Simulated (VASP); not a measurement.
Given:

```
CELL_PARAMETERS angstrom
      4.02329     0.00000     0.00000
      0.00000     4.02329     0.00000
      0.00000     0.00000     4.02329
ATOMIC_POSITIONS crystal
  Sr 0.00000 0.00000 0.00000
  Te 0.50000 0.50000 0.50000
```

All values below come from PBEsol GGA, VASP's PBE PAW potentials (set 64) (plane waves; VASP). Numerical set-up: 400 eV cut-off, 7×7×7 Γ-centred mesh, tetrahedra with Blöchl corrections, potentials Sr_sv Te.

**Question.** Predict the energy per atom (σ→0).

**Answer.** 
| Quantity | Value |
|---|---|
| energy per atom (σ→0) | -4.204 eV/atom |

The absolute energy has meaning only against runs of the same code, potentials and settings.

The structure was generated: SrTe was put into the CsCl type type (Pm-3m), which need not be its known phase. It was relaxed first, which changed the volume by -20 %.
